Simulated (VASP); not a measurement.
# Nickel with r2SCAN: from relaxation to properties, part 6 of 6

Wanted: the relaxed cell of Nickel and its properties. Left out of this account: 1 further run (core levels: core levels are not valid at this level). The start is a cell from a database of measured crystal structures.

VASP 6.6.1, plane waves and PAW; the level of theory is named at each step.

Still holding for the runs below: The magnetic order is the lowest of the few collinear ones that converged above; longer or canted patterns were not tried. The k-mesh is coarse for a metal.

So far, largest spin moment in the PAW sphere (μB): step 2 (magnetic order: ferromagnetic) 0.778; step 4 (magnetic order: antiferromagnetic, q = (1/2, 1/2, 0)) 0.29; step 7 (full relaxation (r2SCAN)) 0.661; step 11 (density of states (r2SCAN)) 0.724; step 12 (volume scan with r2SCAN) 0.613.

### 15. Volume scan with r2SCAN (run 4)

Level of this step: r2SCAN, spin-polarised from a ferromagnetic start (one magnetic atom a cell); plane waves and PAW (Ni) (VASP).

Input file INCAR:

```
SYSTEM = Ni
PREC = Accurate
ENCUT = 400
EDIFF = 1E-06
NELM = 100
ISMEAR = 1
SIGMA = 0.2
LREAL = .FALSE.
ALGO = Normal
METAGGA = R2SCAN
LASPH = .TRUE.
NBANDS = 12
ISPIN = 2
MAGMOM = 0.661
LMAXMIX = 4
LORBIT = 11
LWAVE = .FALSE.
LCHARG = .FALSE.
KPAR = 4
ISIF = 2
```

Input file POSCAR:

```
Ni
1.0
    0.0000000000      1.7363269909      1.7363269909
    1.7363269909      0.0000000000      1.7363269909
    1.7363269909      1.7363269909      0.0000000000
Ni
1
Direct
    0.0000000000      0.0000000000      0.0000000000
```

Input file KPOINTS:

```
Automatic mesh
0
Gamma
11 11 11
0 0 0
```

PAW data sets: Ni (PBE family, release 64).

On the command line:

```
$ mpirun -np 4 vasp_std
```

The program printed:

```text
[... set-up lines as in an earlier step ...]
 entering main loop
       N       E                     dE             d eps       ncg     rms          rms(c)
DAV:   1     0.185954911031E+02    0.18595E+02   -0.38502E+03  2792   0.905E+02
DAV:   2    -0.133917404203E+02   -0.31987E+02   -0.30356E+02  2948   0.158E+02
DAV:   3    -0.142542372960E+02   -0.86250E+00   -0.85675E+00  3048   0.295E+01
DAV:   4    -0.142613332643E+02   -0.70960E-02   -0.70947E-02  3236   0.234E+00
[...]
DAV:  14    -0.119319812775E+02   -0.23664E-05   -0.58591E-07  1952   0.849E-03    0.418E-03
DAV:  15    -0.119319825142E+02   -0.12367E-05   -0.47076E-07  1540   0.690E-03    0.173E-03
DAV:  16    -0.119319829581E+02   -0.44389E-06   -0.10848E-07  1512   0.400E-03
   1 F= -.11931983E+02 E0= -.11930956E+02  d E =-.307947E-02  mag=     0.6426
```

It took 6.6 s on 4 MPI ranks of Intel Xeon 6975P-C (Granite Rapids), shared host; peak memory 0.45 GiB; 24 s of CPU time.

Parts of OUTCAR (step 15):

```text
  Total       -0.0054778     -0.0054778     -0.0054778      0.0000000      0.0000000      0.0000000
  in kB       -0.8382874     -0.8382874     -0.8382874      0.0000000      0.0000000      0.0000000
  external PRESSURE =      -0.8382874 kB  Pullay stress =       0.0000000 kB

 POSITION                                       TOTAL-FORCE (eV/Angst)
 -----------------------------------------------------------------------------------
      0.00000      0.00000      0.00000        -0.000000      0.000000      0.000000
 -----------------------------------------------------------------------------------
    total drift:                                0.000000      0.000000     -0.000000

  FREE ENERGIE OF THE ION-ELECTRON SYSTEM (eV)
  ---------------------------------------------------
  free  energy   TOTEN  =       -11.9319829581 eV

  energy  without entropy=      -11.9289034871  energy(sigma->0) =      -11.93095647

[... 3 parts as in an earlier step ...]

[... 1 further part left out ...]
[key lines of the parts left out:]
E-fermi :   9.8630
```

The pressure falls from 4.41 to -0.08 GPa, so it vanishes between these two volumes.

### 16. Volume scan with r2SCAN (run 5)

INCAR is that of step 15.

Input file POSCAR:

```
Ni
1.0
    0.0000000000      1.7478261803      1.7478261803
    1.7478261803      0.0000000000      1.7478261803
    1.7478261803      1.7478261803      0.0000000000
Ni
1
Direct
    0.0000000000      0.0000000000      0.0000000000
```

KPOINTS is that of step 15.

On the command line:

```
$ mpirun -np 4 vasp_std
```

The program printed:

```text
[... set-up lines as in an earlier step ...]
 entering main loop
       N       E                     dE             d eps       ncg     rms          rms(c)
DAV:   1     0.185943469337E+02    0.18594E+02   -0.38687E+03  2820   0.900E+02
DAV:   2    -0.133891262962E+02   -0.31983E+02   -0.30054E+02  2884   0.156E+02
DAV:   3    -0.142727619510E+02   -0.88364E+00   -0.87835E+00  3128   0.297E+01
DAV:   4    -0.142797352416E+02   -0.69733E-02   -0.69721E-02  3128   0.230E+00
[...]
DAV:  15    -0.119306367023E+02   -0.60870E-05   -0.42767E-06  1884   0.195E-02    0.564E-03
DAV:  16    -0.119306384393E+02   -0.17370E-05   -0.87295E-07  1496   0.104E-02    0.184E-03
DAV:  17    -0.119306378669E+02    0.57237E-06   -0.18652E-07  1472   0.553E-03
   1 F= -.11930638E+02 E0= -.11929325E+02  d E =-.393951E-02  mag=     0.6849
```

Wall time 7 s (4 MPI ranks); peak memory 0.47 GiB.

OUTCAR, selected parts (step 16):

```text
  Total       -0.2587266     -0.2587266     -0.2587266      0.0000000      0.0000000      0.0000000
  in kB      -38.8174420    -38.8174420    -38.8174420      0.0000000      0.0000000      0.0000000
  external PRESSURE =     -38.8174420 kB  Pullay stress =       0.0000000 kB

  FREE ENERGIE OF THE ION-ELECTRON SYSTEM (eV)
  ---------------------------------------------------
  free  energy   TOTEN  =       -11.9306378669 eV

  energy  without entropy=      -11.9266983593  energy(sigma->0) =      -11.92932470

 magnetization (x)
# of ion       s       p       d       tot
------------------------------------------
    1       -0.012  -0.043   0.761   0.706

[... 2 parts as in an earlier step ...]

[... 2 further parts left out ...]
[key lines of the parts left out:]
E-fermi :   9.5852
```

Spin moment in the PAW sphere by atom:

```
atom  spin moment in the PAW sphere (μB)
 Ni1                               0.706
```

The pressure falls from -0.08 to -3.88 GPa.

The run ends at a pressure of -3.88 GPa.

### 17. Volume scan with r2SCAN (run 6)

INCAR is that of step 16.

Input file POSCAR:

```
Ni
1.0
    0.0000000000      1.7591760189      1.7591760189
    1.7591760189      0.0000000000      1.7591760189
    1.7591760189      1.7591760189      0.0000000000
Ni
1
Direct
    0.0000000000      0.0000000000      0.0000000000
```

KPOINTS is that of step 16.

On the command line:

```
$ mpirun -np 4 vasp_std
```

The program printed:

```text
[... set-up lines as in an earlier step ...]
 entering main loop
       N       E                     dE             d eps       ncg     rms          rms(c)
DAV:   1     0.184448816152E+02    0.18445E+02   -0.40169E+03  2836   0.906E+02
DAV:   2    -0.133545214857E+02   -0.31799E+02   -0.29916E+02  2868   0.156E+02
DAV:   3    -0.142841071607E+02   -0.92959E+00   -0.92566E+00  3084   0.300E+01
DAV:   4    -0.142916256917E+02   -0.75185E-02   -0.75149E-02  3120   0.233E+00
[...]
DAV:  14    -0.119247122557E+02   -0.61601E-05   -0.23250E-06  2532   0.153E-02    0.904E-03
DAV:  15    -0.119247190655E+02   -0.68098E-05   -0.32104E-06  1680   0.214E-02    0.445E-03
DAV:  16    -0.119247190634E+02    0.20987E-08   -0.57315E-07  1592   0.103E-02
   1 F= -.11924719E+02 E0= -.11923494E+02  d E =-.367401E-02  mag=     0.7434
```

Run time: 6.8 s. Hardware: 4 MPI ranks; peak memory 0.45 GiB; 25 s of CPU time.

OUTCAR, selected parts (step 17):

```text
  Total       -0.4847244     -0.4847244     -0.4847244      0.0000000     -0.0000000      0.0000000
  in kB      -71.3259575    -71.3259575    -71.3259575      0.0000000     -0.0000000      0.0000000
  external PRESSURE =     -71.3259575 kB  Pullay stress =       0.0000000 kB

  FREE ENERGIE OF THE ION-ELECTRON SYSTEM (eV)
  ---------------------------------------------------
  free  energy   TOTEN  =       -11.9247190634 eV

  energy  without entropy=      -11.9210450571  energy(sigma->0) =      -11.92349439

 magnetization (x)
# of ion       s       p       d       tot
------------------------------------------
    1       -0.010  -0.042   0.818   0.767

[... 2 parts as in an earlier step ...]

[... 2 further parts left out ...]
[key lines of the parts left out:]
E-fermi :   9.3216
```

Spin moment in the PAW sphere by atom:

```
atom  spin moment in the PAW sphere (μB)
 Ni1                               0.767
```

The pressure falls from -3.88 to -7.13 GPa.

The run ends at a pressure of -7.13 GPa.

### 18. Volume scan with r2SCAN (run 7)

A prediction first. A parabola through the 6 pressures of evenly scaled cells so far, P = -0.06 -207.4 t +692 t² GPa with t = ln(V/V₁) and V₁ the volume at scale 1, gives -9.80 GPa at t = +0.0583.

INCAR is that of step 17.

Input file POSCAR:

```
Ni
1.0
    0.0000000000      1.7703812638      1.7703812638
    1.7703812638      0.0000000000      1.7703812638
    1.7703812638      1.7703812638      0.0000000000
Ni
1
Direct
    0.0000000000      0.0000000000      0.0000000000
```

KPOINTS is that of step 17.

On the command line:

```
$ mpirun -np 4 vasp_std
```

The program printed:

```text
[... set-up lines as in an earlier step ...]
 entering main loop
       N       E                     dE             d eps       ncg     rms          rms(c)
DAV:   1     0.200244736390E+02    0.20024E+02   -0.38606E+03  2812   0.891E+02
DAV:   2    -0.133043535470E+02   -0.33329E+02   -0.31570E+02  2844   0.158E+02
DAV:   3    -0.142901965154E+02   -0.98584E+00   -0.97403E+00  3132   0.310E+01
DAV:   4    -0.142976641907E+02   -0.74677E-02   -0.74660E-02  3124   0.240E+00
[...]
DAV:  14    -0.119146544889E+02   -0.20843E-05   -0.10531E-06  2576   0.138E-02    0.538E-03
DAV:  15    -0.119146565882E+02   -0.20994E-05   -0.29263E-07  1552   0.636E-03    0.408E-03
DAV:  16    -0.119146574696E+02   -0.88142E-06   -0.42154E-07  1476   0.820E-03
   1 F= -.11914657E+02 E0= -.11913637E+02  d E =-.306171E-02  mag=     0.7830
```

Elapsed: 6.8 s, on 4 MPI ranks; peak memory 0.46 GiB; 25 s of CPU time.

OUTCAR, selected parts (step 18):

```text
  Total       -0.7028352     -0.7028352     -0.7028352      0.0000000      0.0000000      0.0000000
  in kB     -101.4690660   -101.4690660   -101.4690660      0.0000000      0.0000000      0.0000000
  external PRESSURE =    -101.4690660 kB  Pullay stress =       0.0000000 kB

 POSITION                                       TOTAL-FORCE (eV/Angst)
 -----------------------------------------------------------------------------------
      0.00000      0.00000      0.00000         0.000000     -0.000000     -0.000000
 -----------------------------------------------------------------------------------
    total drift:                                0.000000      0.000000     -0.000000

  FREE ENERGIE OF THE ION-ELECTRON SYSTEM (eV)
  ---------------------------------------------------
  free  energy   TOTEN  =       -11.9146574696 eV

  energy  without entropy=      -11.9115957588  energy(sigma->0) =      -11.91363690

 magnetization (x)
# of ion       s       p       d       tot
------------------------------------------
    1       -0.009  -0.041   0.858   0.808

[... 1 part as in an earlier step ...]

[... 2 further parts left out ...]
[key lines of the parts left out:]
E-fermi :   9.0654
```

Spin moment in the PAW sphere by atom:

```
atom  spin moment in the PAW sphere (μB)
 Ni1                               0.808
```

The pressure falls from -7.13 to -10.15 GPa. The parabola predicted -9.80 GPa, +0.35 GPa off.

### 19. Comparing the runs

Times are for 4 MPI ranks of Intel Xeon 6975P-C (Granite Rapids), shared host. Results by setting:

```
no.  volume scale  energy above the lowest point (meV/atom)  pressure (GPa)   time  memory (GiB)
  1          0.94                                     31.06           15.41  5.8 s          0.46
  2          0.96                                     13.74           9.582  6.2 s          0.46
  3          0.98                                      3.58           4.410  6.4 s          0.45
  4             1                                         0        -0.08383  6.6 s          0.45
  5          1.02                                      1.63          -3.882    7 s          0.47
  6          1.04                                      7.46          -7.133  6.8 s          0.45
  7          1.06                                     17.32          -10.15  6.8 s          0.46
```

### 20. Fit for r2SCAN

This step: Birch-Murnaghan fit, r2SCAN; plane waves and PAW (VASP 6.6.1).

Derived from the runs above.

The fit is poor or the pressure derivative of its modulus unusual (most solids lie near 4 to 5), which can come from the mesh or from a state that changes along the scan.

This step gave:

```
pressure derivative of the bulk modulus : 7.676
r.m.s. error of the fit                 : 6.99e-5 eV/atom
minimum inside the sampled range        : yes
bulk modulus                            : 196.7 GPa
equilibrium volume of the fit           : 10.51 Å³/atom
```

Energy above the fitted minimum against volume:

```
volume (Å³/atom)  energy above the fitted minimum (eV/atom)
           9.841                                     0.0312
          10.051                                     0.0139
          10.260                                    0.00370
          10.470                                     1.1e-4
          10.679                                    0.00175
          10.888                                    0.00758
          11.098                                     0.0174
```

The fitted volume lies +0.35 % from the relaxed one.

### 21. Results

- relaxed volume: 10.47 Å³/atom
- relaxed conventional cell a, b, c: 3.473, 3.473, 3.473 Å
- space group after relaxing, within 0.02 Å: Fm-3m (No. 225)
- moment of the cell (16×16×16 mesh): 0.706 μB
- largest site moment (16×16×16 mesh): 0.724 μB on Ni1
- band gap: none, a metal
- DOS at the Fermi level: 1.27 states/eV/cell
- bulk modulus from the fit: 197 GPa
- volume from the fit: 10.5 Å³/atom

What this shows: With r2SCAN, Nickel relaxes to 10.47 Å³/atom in space group Fm-3m, comes out as a metal, keeps moments of up to 0.724 μB (16×16×16 mesh) and has a bulk modulus of 197 GPa. Against the listed cell the volume lies -4.3 %. Of 3 collinear starts at r2SCAN, the lowest ends ferromagnetic. Bands along the symmetry lines (r2SCAN), spin up: Of the bands kept, 1 crosses the Fermi level on this path. Bands along the symmetry lines (r2SCAN), spin down: Of the bands kept, 3 cross the Fermi level on this path. The k-sampling is coarse for a metal, so the Fermi level, moments, pressures and the shape of the cell carry errors. Only a few collinear orders were tried, on the cell as listed. No search among competing phases was made. All values are for a static lattice at zero temperature.

[Lines on the potential files, build, host, timing and source positions are cut from VASP's logs without a mark.]

[Logs are printed without paths, hosts, clocks, repeated set-up lines and the standing remarks that a program may print on its own settings, such as how far it seeks lower states.]

[Hosts, paths, dates, database ids (printed as entryN), source tags and the programs' standing remarks are cut or masked in the printed files.]

[A measured line is paired with the nearest computed mode of its activity, which favours agreement.]
